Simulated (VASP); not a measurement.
Data:

```
Hf
1.0
   -2.75351     2.75351     1.49950
    2.75351    -2.75351     1.49950
    2.75351     2.75351    -1.49950
Hf
2
Direct
  0.75000   0.25000   0.50000
  0.00000   0.00000   0.00000
```

Computed with r2SCAN meta-GGA, VASP's PBE PAW potentials (set 64) (plane waves; VASP). Settings: 400 eV cut-off, 12×12×12 Γ-centred mesh, first-order Methfessel-Paxton smearing of 0.10 eV, potentials Hf_pv.

Unless said otherwise, spin-orbit coupling is left out, though it shifts the bands of the heavy elements here.

Task: What does the run give for the energy per atom (σ→0), band gap (on the k-mesh) with the smallest direct gap where there is one?

Result: 
```yaml
band gap (on the k-mesh): none (metal, semimetal or under 0.01 eV)
energy per atom (σ→0): -44.426 eV/atom
```

The structure was generated: Hf was put into the beta-Sn type (I4_1/amd), which need not be its known phase. It was relaxed first. The start is the result of an earlier pass.
